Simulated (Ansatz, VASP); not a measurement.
# ZnSb2C in VASP and in Ansatz

```
CELL_PARAMETERS angstrom
3.82738 0.00000 0.00000
0.00000 3.82738 0.00000
0.00000 0.00000 5.97090
ATOMIC_POSITIONS crystal
Zn 0.00000 0.00000 0.00000
Sb 0.00000 0.50000 0.29097
Sb 0.50000 0.00000 0.70903
C 0.50000 0.50000 0.50000
```

Alike in both runs: task single point; functional PBEsol; k mesh 4 × 4 × 4; no spin polarisation.

|  | VASP | Ansatz |
| --- | --- | --- |
| version | VASP 6.6.1 | Ansatz 0.2.0 |
| potentials or method | VASP PAW PBE potentials, release 64 (Zn, Sb, C) | plane waves |
| plane-wave cutoff (eV) | 520 | 420 |
| occupations | methfessel-paxton of order 1, width 0.05 eV | cold, width 0.05 eV |
| valence electrons in the cell | 26 | 46 |

VASP gave:

```
pressure (GPa)                                  : -0.9
largest component of the traceless stress (GPa) : 0.56
rms of the force components (eV/Å)              : 0.228
```

Q: What did Ansatz give for the same quantities?

A: Pressure (GPa): -1.1; largest component of the traceless stress (GPa): 0.48; rms of the force components (eV/Å): 0.223.

The two sets of potentials don't hold the same shells in valence.

Caveats: the k mesh is coarse (spacing up to 0.41 Å⁻¹), so the values aren't converged; the PAW data sets were made with another functional, which shifts forces and pressure a little (VASP). Spin-orbit coupling is left out, which matters for the levels of Sb.
